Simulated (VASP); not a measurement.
Data:

```
Si
1.0
   -2.37166     2.37166     1.31775
    2.37166    -2.37166     1.31775
    2.37166     2.37166    -1.31775
Si
2
Direct
  0.25000   0.75000   0.50000
  0.50000   0.50000   0.00000
```

The numbers are results of LDA (Ceperley-Alder, Perdew-Zunger), VASP's LDA PAW potentials (set 64) (plane waves; VASP), not measurements. Settings: 530 eV cut-off, 14×14×14 Γ-centred mesh, first-order Methfessel-Paxton smearing of 0.10 eV, potentials Si.

Finite-difference elastic constants of metals are sensitive to mesh and smearing; shear constants can be off by tens of GPa.

Question: Give the elastic stiffness tensor with the ions relaxed (GPa, in the frame of the cell).

Answer: 
```
      xx    yy    zz    yz    xz    xy
--  ----  ----  ----  ----  ----  ----
xx   167   143  69.3   0.0   0.0   0.0
yy   143   167  69.3   0.0   0.0   0.0
zz  69.3  69.3   167   0.0   0.0   0.0
yz   0.0   0.0   0.0  66.3   0.0   0.0
xz   0.0   0.0   0.0   0.0  66.3   0.0
xy   0.0   0.0   0.0   0.0   0.0  92.1
```

Question: What does the run give for the Hill bulk modulus, Hill shear modulus, Young's modulus, Poisson's ratio?

Answer: 
```
Quantity              Result
------------------  --------
Hill bulk modulus    117 GPa
Hill shear modulus  47.5 GPa
Young's modulus      125 GPa
Poisson's ratio        0.321
```

The structure comes from a computed database's Si entry (I4_1/amd); how it stands against other phases isn't given here. It was relaxed first.
